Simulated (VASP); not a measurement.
Computed with PBE GGA, VASP's PBE PAW potentials (set 64) (plane waves; VASP 6.6.1).

A VASP calculation is set up with these files.

### POSCAR
```
ZnO
1
    1.6430867183    -2.8459101297    -0.0000000000
    1.6430867183     2.8459101297     0.0000000000
    0.0000000000     0.0000000000     5.3069657218
Zn O
2 2
Direct
  0.6666670000   0.3333330000   0.5014449356
  0.3333330000   0.6666670000   0.0014449356
  0.6666670000   0.3333330000   0.8805550644
  0.3333330000   0.6666670000   0.3805550644
```

File KPOINTS:
```
kpoints
0
gamma
8 8 5
0 0 0
```

### INCAR
```
SYSTEM = ZnO
PREC = Accurate; ENCUT = 520; LREAL = .FALSE.
LASPH = .TRUE.
EDIFF = 1E-6; NELM = 100; ALGO = Normal
LMAXMIX = 4
ISMEAR = 0; SIGMA = 0.05
GGA = PE
IBRION = 2; NSW = 60; ISIF = 3
EDIFFG = -0.01
LWAVE = .FALSE.; LCHARG = .FALSE.
```

POTCAR, in this order: Zn O (PBE.64 set). Program: vasp_std.

The resulting files:

### OSZICAR
```
       N       E                     dE             d eps       ncg     rms          rms(c)
DAV:   1     0.288008487890E+03    0.28801E+03   -0.18853E+04  1320   0.236E+03
DAV:   2     0.104425937823E+02   -0.27757E+03   -0.26723E+03  1416   0.440E+02
DAV:   3    -0.204969879192E+02   -0.30940E+02   -0.30712E+02  1524   0.154E+02
DAV:   4    -0.211030898491E+02   -0.60610E+00   -0.60529E+00  1470   0.233E+01
DAV:   5    -0.211077939170E+02   -0.47041E-02   -0.47040E-02  1518   0.199E+00    0.143E+01
DAV:   6    -0.177352153359E+02    0.33726E+01   -0.12186E+01  2300   0.742E+01    0.865E+00
DAV:   7    -0.178972326469E+02   -0.16202E+00   -0.26404E+00  1454   0.197E+01    0.519E+00
DAV:   8    -0.179227512141E+02   -0.25519E-01   -0.84592E-01  1974   0.909E+00    0.182E+00
DAV:   9    -0.178580613562E+02    0.64690E-01   -0.19015E-01  2060   0.789E+00    0.344E-01
DAV:  10    -0.178617785057E+02   -0.37171E-02   -0.57172E-02  1344   0.174E+00    0.148E-01
DAV:  11    -0.178617665618E+02    0.11944E-04   -0.15068E-03  1888   0.490E-01    0.353E-02
DAV:  12    -0.178618216427E+02   -0.55081E-04   -0.14274E-04  1804   0.213E-01    0.346E-02
DAV:  13    -0.178618159609E+02    0.56817E-05   -0.37136E-05  1680   0.119E-01    0.129E-02
DAV:  14    -0.178618159468E+02    0.14170E-07   -0.14553E-05  1500   0.427E-02    0.458E-03
DAV:  15    -0.178618154064E+02    0.54040E-06   -0.13403E-06   894   0.148E-02
   1 F= -.17861815E+02 E0= -.17861815E+02  d E =-.178618E+02
```

### OUTCAR
```
------------------------ aborting loop because EDIFF is reached ----------------------------------------
  FORCE on cell =-STRESS in cart. coord.  units (eV):
  Direction    XX          YY          ZZ          XY          YZ          ZX
  --------------------------------------------------------------------------------------
  Total        0.0214428      0.0214429     -0.0126482      0.0000000      0.0000000      0.0000000
  in kB        0.6922056      0.6922058     -0.4083026      0.0000000      0.0000000      0.0000000
  external PRESSURE =       0.3253696 kB  Pullay stress =       0.0000000 kB
  volume of cell :       49.63
      direct lattice vectors                 reciprocal lattice vectors
     1.643086718 -2.845910130  0.000000000     0.304305302 -0.175690720  0.000000000
     1.643086718  2.845910130  0.000000000     0.304305302  0.175690720  0.000000000
     0.000000000  0.000000000  5.306965722     0.000000000  0.000000000  0.188431592
  FREE ENERGIE OF THE ION-ELECTRON SYSTEM (eV)
  ---------------------------------------------------
  free  energy   TOTEN  =       -17.8618154064 eV

  energy  without entropy=      -17.8618154064  energy(sigma->0) =      -17.86181541

 reached required accuracy - stopping structural energy minimisation
```
(Selected blocks of OUTCAR.)

File OUTCAR:
```
 val. band max:        0.8386294206   @ k =   0.0000   0.0000   0.0000

 cond. band min:       1.5556478580   @ k =   0.0000   0.0000   0.0000


 Fermi energy:         1.1031683372

 k-point     1 :       0.0000    0.0000    0.0000
  band No.  band energies     occupation
      1     -16.9293      2.00000
      2     -16.2724      2.00000
      3      -4.6706      2.00000
      4      -4.6706      2.00000
      5      -4.6314      2.00000
      6      -4.4971      2.00000
      7      -4.4909      2.00000
      8      -4.4909      2.00000
      9      -3.6068      2.00000
     10      -3.6068      2.00000
     11      -3.4163      2.00000
     12      -3.4163      2.00000
     13      -3.1511      2.00000
     14       0.0946      2.00000
     15       0.0946      2.00000
     16       0.7607      2.00000
     17       0.8386      2.00000
     18       0.8386      2.00000
     19       1.5556      0.00000
     20       5.9072      0.00000
     21       8.8829      0.00000
     22      13.5363      0.00000

 k-point     2 :       0.1250    0.0000    0.0000
  band No.  band energies     occupation
      1     -16.8513      2.00000
      2     -16.2379      2.00000
      3      -4.7505      2.00000
      4      -4.6252      2.00000
      5      -4.5864      2.00000
      6      -4.4988      2.00000
      7      -4.4254      2.00000
      8      -4.3770      2.00000
      9      -3.6386      2.00000
     10      -3.6098      2.00000
     11      -3.4097      2.00000
     12      -3.3433      2.00000
     13      -3.1692      2.00000
     14      -0.4446      2.00000
     15      -0.0991      2.00000
     16       0.0314      2.00000
     17       0.6629      2.00000
     18       0.7342      2.00000
     19       2.5667      0.00000
     20       6.5083      0.00000
     21       8.8881      0.00000
     22      12.1706      0.00000

 k-point     3 :       0.2500    0.0000    0.0000
  band No.  band energies     occupation
      1     -16.6503      2.00000
...
```

The compound is ZnO in the wurtzite structure. It was relaxed first. The start is the result of an earlier pass.
